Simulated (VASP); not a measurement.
# BeNi: accuracy against cost in the SCF threshold and plane-wave cutoff, part 3 of 3

Aim: find how far the SCF threshold and plane-wave cutoff must be pushed for BeNi, and what that costs. The series runs use PBEsol. The start is a computed cell from the Materials Project.

VASP 6.6.1; PBEsol, spin-polarised from a ferromagnetic start (one magnetic atom a cell); plane waves and PAW (Be, Ni).

Still holding for the runs below: The k-mesh is coarse for a metal.

So far. Step 14 (Plane-wave cutoff: ENCUT = 350): Against the run before the energy moves by +2.03 meV an atom and the pressure by -0.28 GPa, after 13 cycles in 15 s.

## (15) Plane-wave cutoff: ENCUT = 430 (continued)

OUTCAR, selected parts (step 15):

```text
  Total       -0.0827834     -0.0827834     -0.0827834      0.0000000      0.0000000     -0.0000000
  in kB       -7.6606386     -7.6606386     -7.6606386      0.0000000      0.0000000     -0.0000000
  external PRESSURE =      -7.6606386 kB  Pullay stress =       0.0000000 kB

  FREE ENERGIE OF THE ION-ELECTRON SYSTEM (eV)
  ---------------------------------------------------
  free  energy   TOTEN  =       -11.1145918204 eV

  energy  without entropy=      -11.1051341000  energy(sigma->0) =      -11.10986296

 magnetization (x)
# of ion       s       p       d       tot
------------------------------------------
    1       -0.000   0.000   0.000   0.000
    2       -0.000  -0.000   0.000  -0.000
--------------------------------------------------
tot         -0.000   0.000   0.000   0.000

[... 2 parts as in an earlier step ...]

[... 2 further parts left out ...]
[key lines of the parts left out:]
E-fermi :   9.2379
```

Against the run before the energy moves by +2.78 meV an atom and the pressure by +0.12 GPa, after 13 cycles in 18 s.

## (16) Plane-wave cutoff: ENCUT = 540

INCAR

```
SYSTEM = BeNi
PREC = Accurate
ENCUT = 540
EDIFF = 1E-06
NELM = 100
ISMEAR = -1
SIGMA = 0.05
LREAL = .FALSE.
ALGO = Normal
GGA = PS
NBANDS = 14
ISPIN = 2
MAGMOM = 0 1
LASPH = .TRUE.
LMAXMIX = 4
LORBIT = 11
LWAVE = .FALSE.
LCHARG = .FALSE.
KPAR = 2
ISIF = 2
```

POSCAR

```
BeNi
1.0
    2.5869995900      0.0000000000      0.0000000000
    0.0000000000      2.5869995900      0.0000000000
    0.0000000000      0.0000000000      2.5869995900
Be Ni
1 1
Direct
    0.0000000000      0.0000000000      0.0000000000
    0.5000000000      0.5000000000      0.5000000000
```

KPOINTS

```
Automatic mesh
0
Gamma
9 9 9
0 0 0
```

Potentials, in the order of the species: Be and Ni (PBE family, release 64).

Launch:

```bash
mpirun -np 2 vasp_std
```

The log of the run:

```text
[... set-up lines as in an earlier step ...]
 entering main loop
       N       E                     dE             d eps       ncg     rms          rms(c)
DAV:   1     0.371338575500E+02    0.37134E+02   -0.59059E+03  2024   0.109E+03
DAV:   2    -0.121087729484E+02   -0.49243E+02   -0.44763E+02  2128   0.185E+02
DAV:   3    -0.138354131587E+02   -0.17266E+01   -0.17069E+01  2470   0.384E+01
DAV:   4    -0.138482036753E+02   -0.12791E-01   -0.12789E-01  2362   0.314E+00
[...]
DAV:  11    -0.111148532318E+02    0.10408E-03   -0.55071E-04  2498   0.271E-01    0.922E-02
DAV:  12    -0.111148551031E+02   -0.18713E-05   -0.29451E-05  2370   0.536E-02    0.233E-02
DAV:  13    -0.111148543359E+02    0.76722E-06   -0.19478E-06  1704   0.150E-02
   1 F= -.11114854E+02 E0= -.11110127E+02  d E =-.945531E-02  mag=     0.0003
```

The job ended after 22 s (2 MPI ranks of AMD EPYC 7R43, shared host; peak memory 0.19 GiB).

OUTCAR, selected parts (step 16):

```text
  Total       -0.0593613     -0.0593613     -0.0593613      0.0000000      0.0000000     -0.0000000
  in kB       -5.4931956     -5.4931956     -5.4931956      0.0000000      0.0000000     -0.0000000
  external PRESSURE =      -5.4931956 kB  Pullay stress =       0.0000000 kB

 POSITION                                       TOTAL-FORCE (eV/Angst)
 -----------------------------------------------------------------------------------
      0.00000      0.00000      0.00000         0.000000      0.000000      0.000000
      1.29350      1.29350      1.29350         0.000000      0.000000      0.000000
 -----------------------------------------------------------------------------------
    total drift:                               -0.000000      0.000000      0.000000

  FREE ENERGIE OF THE ION-ELECTRON SYSTEM (eV)
  ---------------------------------------------------
  free  energy   TOTEN  =       -11.1148543359 eV

  energy  without entropy=      -11.1053990263  energy(sigma->0) =      -11.11012668

 magnetization (x)
# of ion       s       p       d       tot
------------------------------------------
    1       -0.000   0.000   0.000   0.000
    2       -0.000  -0.000  -0.000  -0.000
--------------------------------------------------
tot         -0.000   0.000  -0.000   0.000

[... 1 part as in an earlier step ...]

[... 2 further parts left out ...]
[key lines of the parts left out:]
E-fermi :   9.2373
```

Against the run before the energy moves by -0.13 meV an atom and the pressure by +0.22 GPa, after 13 cycles in 22 s.

## (17) The plane-wave cutoff series as a table

This step: convergence of PBEsol results with the cutoff; plane waves and PAW (VASP 6.6.1).

This step runs nothing: it gathers the runs above.

Differences are taken from the run with ENCUT = 540. Results of the series, by row:

| setting | status | energy less the reference (meV/atom) | pressure (GPa) | moment (μB) | SCF cycles | wall time (s) |
| --- | --- | --- | --- | --- | --- | --- |
| ENCUT = 160 | converged | 1692 | -315.8 | 7.51e-5 | 13 | 9.8 |
| ENCUT = 200 | converged | 220.7 | -75.09 | 5.89e-4 | 13 | 9 |
| ENCUT = 240 | converged | 26.25 | -14.74 | 1.38e-4 | 13 | 11.2 |
| ENCUT = 270 | converged | 0.3641 | -3.066 | 1.43e-4 | 13 | 11.4 |
| ENCUT = 310 | converged | -4.676 | -0.6061 | 9.01e-5 | 13 | 13.8 |
| ENCUT = 350 | converged | -2.649 | -0.891 | 1.37e-4 | 13 | 14.8 |
| ENCUT = 430 | converged | 0.1319 | -0.7661 | 2.35e-5 | 13 | 18.2 |
| ENCUT = 540 | converged | 0 | -0.5493 | 2.02e-5 | 13 | 22 |

## (18) What came out

- SCF threshold from which the energy stays within 10 meV/atom of the reference: EDIFF = 0.01
- SCF threshold from which the energy stays within 1 meV/atom of the reference: EDIFF = 0.01
- SCF threshold from which the pressure stays within 0.2 GPa of the reference: EDIFF = 1E-04
- spread of the pressure over the SCF threshold: 6.93 GPa
- spread of the energy over the SCF threshold: 0.0693 meV/atom
- plane-wave cutoff from which the energy stays within 10 meV/atom of the reference: ENCUT = 270
- plane-wave cutoff from which the energy stays within 1 meV/atom of the reference: ENCUT = 430
- plane-wave cutoff from which the pressure stays within 0.2 GPa of the reference: none before the reference itself
- spread of the pressure over the plane-wave cutoff: 315 GPa
- spread of the energy over the plane-wave cutoff: 1696 meV/atom

In words: From EDIFF = 0.01 on, the energy stays within 1 meV an atom of the reference, at 50 % of its time. The pressure holds within 0.2 GPa from EDIFF = 1E-04 on. The loosest stop saves 7 of 17 cycles and costs -0.1 meV an atom, +6.07 GPa. From ENCUT = 430 on, the energy stays within 1 meV an atom of the reference, at 83 % of its time. The pressure doesn't settle within 0.2 GPa before the reference. These cutoffs are 0.6 to 2 times the default of the data sets, about 270 eV; at the default the run is off by +0.4 meV an atom, -2.52 GPa, and at 1.3 times by -2.6 meV an atom, -0.34 GPa. Energy differences between like cells converge faster than these totals. Differences are taken from the run with ENCUT = 540, which is itself not the exact limit. Forces vanish by symmetry in this cell, so the series can't test them. The runs at ENCUT = 160; ENCUT = 200; ENCUT = 240; ENCUT = 270 are over 30 meV an atom or 2 GPa off and describe the material poorly.

[Lines on the potential files, build, host, timing and source positions are cut from VASP's logs without a mark.]

[Logs are printed without paths, hosts, clocks, repeated set-up lines and the standing remarks that a program may print on its own settings, such as how far it seeks lower states.]

[Hosts, paths, dates, database ids (printed as entryN), source tags and the programs' standing remarks are cut or masked in the printed files.]

[A measured line is paired with the nearest computed mode of its activity, which favours agreement.]
